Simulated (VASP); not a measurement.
These are PBEsol GGA, VASP's PBE PAW potentials (set 64) (plane waves; VASP 6.6.1) values and carry that method's errors.

VASP ran on this input.

POSCAR:
```
N
1
    4.0944119249    -0.0000000000     0.0000000000
    0.0000000000     4.0944119249     0.0000000000
    0.0000000000     0.0000000000     5.3667044342
N
4
Direct
  0.9040445435   0.9040445435   0.0000000000
  0.0959554565   0.0959554565   0.0000000000
  0.5959554565   0.4040445435   0.5000000000
  0.4040445435   0.5959554565   0.5000000000
```

INCAR:
```
! general
SYSTEM=N
PREC  =Accurate
ENCUT =520   ! plane-wave cut-off (eV)
LREAL =.False.
LASPH =.True.   ! aspherical one-centre terms
ICHARG=11

! electronic loop
EDIFF =1E-7
NELM  =100   ! most electronic steps
ALGO  =Normal   ! blocked Davidson

! smearing
ISMEAR=0   ! Gaussian
SIGMA =0.05

! functional
GGA   =PS

! output
LWAVE =.False.
LCHARG=.False.
LORBIT=11
```

KPOINTS:
```
k-points along high-symmetry lines
10
Line-mode
Reciprocal
  0.000000   0.000000   0.000000 ! GAMMA
  0.000000   0.500000   0.000000 ! X

  0.000000   0.500000   0.000000 ! X
  0.500000   0.500000   0.000000 ! M

  0.500000   0.500000   0.000000 ! M
  0.000000   0.000000   0.000000 ! GAMMA

  0.000000   0.000000   0.000000 ! GAMMA
  0.000000   0.000000   0.500000 ! Z

  0.000000   0.000000   0.500000 ! Z
  0.000000   0.500000   0.500000 ! R

  0.000000   0.500000   0.500000 ! R
  0.500000   0.500000   0.500000 ! A

  0.500000   0.500000   0.500000 ! A
  0.000000   0.000000   0.500000 ! Z

  0.000000   0.500000   0.000000 ! X
  0.000000   0.500000   0.500000 ! R

  0.500000   0.500000   0.000000 ! M
  0.500000   0.500000   0.500000 ! A
```

POTCAR, in this order: N (PBE.64 set). Program: vasp_std. Read from the step before: CHGCAR.

The run wrote:

File OSZICAR:
```
       N       E                     dE             d eps       ncg     rms          rms(c)
DAV:   1     0.991567502996E+02    0.99157E+02   -0.88027E+03  2520   0.118E+03
DAV:   2    -0.251847401417E+02   -0.12434E+03   -0.12125E+03  3280   0.247E+02
DAV:   3    -0.340661937716E+02   -0.88815E+01   -0.88326E+01  3420   0.748E+01
DAV:   4    -0.341474357924E+02   -0.81242E-01   -0.81137E-01  2874   0.825E+00
DAV:   5    -0.341485420604E+02   -0.11063E-02   -0.11062E-02  3114   0.856E-01
DAV:   6    -0.341485652037E+02   -0.23143E-04   -0.23143E-04  3036   0.121E-01
DAV:   7    -0.341485658251E+02   -0.62135E-06   -0.62135E-06  3204   0.180E-02
DAV:   8    -0.341485658434E+02   -0.18294E-07   -0.18274E-07  2840   0.309E-03
   1 F= -.34148566E+02 E0= -.34148566E+02  d E =-.161058E-13
```

File OUTCAR:
```
 val. band max:       -6.4026197050   @ k =   0.5000   0.5000   0.5000

 cond. band min:       0.3867153360   @ k =   0.0000   0.0000   0.0000



 k-point     1 :       0.0000    0.0000    0.0000
  band No.  band energies     occupation
      1     -24.7053      2.00000
      2     -24.6431      2.00000
      3      -9.7848      2.00000
      4      -9.7848      2.00000
      5      -8.4364      2.00000
      6      -7.8705      2.00000
      7      -7.8705      2.00000
      8      -7.7784      2.00000
      9      -7.3942      2.00000
     10      -6.6022      2.00000
     11       0.3867      0.00000
     12       1.2413      0.00000
     13       1.6070      0.00000
     14       1.6070      0.00000

 k-point     2 :       0.0000    0.0556    0.0000
  band No.  band energies     occupation
      1     -24.7044      2.00000
      2     -24.6432      2.00000
      3      -9.7925      2.00000
      4      -9.7919      2.00000
      5      -8.4305      2.00000
      6      -7.8936      2.00000
      7      -7.8760      2.00000
      8      -7.7823      2.00000
      9      -7.3603      2.00000
     10      -6.5979      2.00000
     11       0.4092      0.00000
     12       1.2534      0.00000
     13       1.6004      0.00000
     14       1.6015      0.00000

 k-point     3 :       0.0000    0.1111    0.0000
  band No.  band energies     occupation
      1     -24.7020      2.00000
      2     -24.6434      2.00000
      3      -9.8142      2.00000
      4      -9.8123      2.00000
      5      -8.4131      2.00000
      6      -7.9453      2.00000
      7      -7.8913      2.00000
      8      -7.7939      2.00000
      9      -7.2767      2.00000
     10      -6.5864      2.00000
     11       0.4750      0.00000
     12       1.2877      0.00000
     13       1.5816      0.00000
     14       1.5854      0.00000

 k-point     4 :       0.0000    0.1667    0.0000
  band No.  band energies     occupation
      1     -24.6981      2.00000
...
```

The density is held fixed in this step, so its total energy and stress have no physical meaning. Without a dispersion term in the relaxation, distances and binding between the weakly bound layers, chains or molecules are unreliable, and so is what depends on them.

The structure comes from a computed database's N entry (P4_2/mnm); how it stands against other phases isn't given here. It was relaxed first.
